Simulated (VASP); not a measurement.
Here is the system:

```yaml
crystal:
  lattice:
    - [5.66671, 0.00000, 0.00000]
    - [0.00000, 3.15379, 0.00000]
    - [0.00000, 0.00000, 6.52427]
  atoms:
    - { symbol: Si, position: [0.18388, 0.25000, 0.44357] }
    - { symbol: Si, position: [0.81612, 0.75000, 0.55643] }
    - { symbol: Si, position: [0.31612, 0.75000, 0.94357] }
    - { symbol: Si, position: [0.68388, 0.25000, 0.05643] }
    - { symbol: Rh, position: [0.00210, 0.25000, 0.79725] }
    - { symbol: Rh, position: [0.99790, 0.75000, 0.20275] }
    - { symbol: Rh, position: [0.49790, 0.75000, 0.29725] }
    - { symbol: Rh, position: [0.50210, 0.25000, 0.70275] }
```

The numbers are results of LDA (Ceperley-Alder, Perdew-Zunger), VASP's LDA PAW potentials (set 64) (plane waves; VASP 6.6.1), not measurements. Settings: 300 eV cut-off, 4×7×4 Γ-centred mesh, Fermi-Dirac smearing of 0.14 eV, potentials Si Rh_pv.

Give the energies of bands 31 to 44 at the high-symmetry points, in eV from the Fermi level.

| band | Γ | X | S | Y | Z | U | R | T |
|---|---|---|---|---|---|---|---|---|
| 31 | -2.37 | -2.58 | -2.47 | -1.67 | -1.99 | -2.32 | -2.13 | -2.15 |
| 32 | -2.35 | -2.58 | -2.47 | -1.67 | -1.99 | -2.32 | -2.13 | -2.15 |
| 33 | -2.07 | -1.83 | -0.64 | -1.64 | -1.77 | -1.81 | -1.71 | -1.52 |
| 34 | -1.67 | -1.83 | -0.64 | -1.64 | -1.77 | -1.81 | -1.71 | -1.52 |
| 35 | -1.46 | -1.49 | -0.64 | -0.84 | -1.56 | -1.54 | -1.71 | -1.26 |
| 36 | -1.14 | -1.49 | -0.64 | -0.84 | -1.56 | -1.54 | -1.71 | -1.26 |
| 37 | -1.01 | -1.26 | -0.14 | -0.12 | -1.11 | -0.77 | -0.10 | -0.46 |
| 38 | -0.56 | -1.26 | -0.14 | -0.12 | -1.11 | -0.77 | -0.10 | -0.46 |
| 39 | 0.14 | 1.74 | -0.14 | 0.04 | 0.85 | 1.59 | -0.10 | 0.12 |
| 40 | 1.86 | 1.74 | -0.14 | 0.04 | 0.85 | 1.59 | -0.10 | 0.12 |
| 41 | 1.98 | 3.67 | 1.90 | 0.83 | 3.53 | 3.49 | 3.13 | 1.26 |
| 42 | 2.38 | 3.67 | 1.90 | 0.83 | 3.53 | 3.49 | 3.13 | 1.26 |
| 43 | 4.55 | 3.71 | 1.90 | 3.02 | 3.72 | 3.76 | 3.13 | 3.20 |
| 44 | 4.75 | 3.71 | 1.90 | 3.02 | 3.72 | 3.76 | 3.13 | 3.20 |

It has no gap at this level: it comes out as a metal or semimetal.

The structure comes from a computed database's SiRh entry; how it stands against other phases isn't given here. The cell was not relaxed at this level.
